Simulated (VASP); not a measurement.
Set up this calculation in VASP 6.6.1, as the native input.

```
Task                   : relaxation of cell and atoms
Functional             : PBEsol
Potentials or basis    : VASP PAW PBE potentials, release 64 (In_d, Sb)
Cutoff                 : 600 eV
k mesh                 : 10 × 10 × 10
Occupations            : gaussian, width 0.03 eV
Spin                   : no spin polarisation
Further INCAR settings : ALGO = Normal; EDIFF = 1e-07; IBRION = 2; EDIFFG = -0.005; NSW = 90; ISIF = 3
```

The structure of InSb lies in POSCAR:

```
InSb                                    
1.0
    0.0000000000      3.2603245811      3.2603245811
    3.2603245811      0.0000000000      3.2603245811
    3.2603245811      3.2603245811     -0.0000000000
  In              Sb            
     1     1
Direct
     0.0000000000000000    0.0000000000000000    0.0000000000000000
     0.2500000000000000    0.2500000000000000    0.2500000000000000
```

These files were run (other wordings do the same):

INCAR

```
SYSTEM = InSb
PREC = Accurate
ENCUT = 600
EDIFF = 1E-7
ISMEAR = 0
SIGMA = 0.03
LREAL = .False.
LASPH = .True.
NELM = 80
ALGO = Normal
ISIF = 3
LWAVE = .False.
LCHARG = .False.
GGA = PS
IBRION = 2
NSW = 90
EDIFFG = -0.005
KPAR = 4
```

KPOINTS

```
Automatic mesh
0
Gamma
  10 10 10
  0 0 0
```

Potentials or basis: VASP PAW PBE potentials, release 64 (In_d, Sb).

Command:

```bash
$ cat potpaw_PBE.64/In_d/POTCAR potpaw_PBE.64/Sb/POTCAR > POTCAR
$ mpirun -np 4 vasp_std > vasp.out
```

Results of the run:

The pressure after relaxing is 0.0 GPa and the band gap on the k mesh is none (metal or under the smearing width).

Caveat: the relaxation stopped at its first step, so nothing moved; the PAW data sets were made with another functional, which shifts forces and pressure a little; this crystal is a semiconductor, whose small gap the functional closes, so the metal is an error of the method.

Wall time 10 s on 4 MPI ranks on Intel(R) Xeon(R) 6975P-C (Granite Rapids) (shared host), peak memory 0.26 GiB a rank.
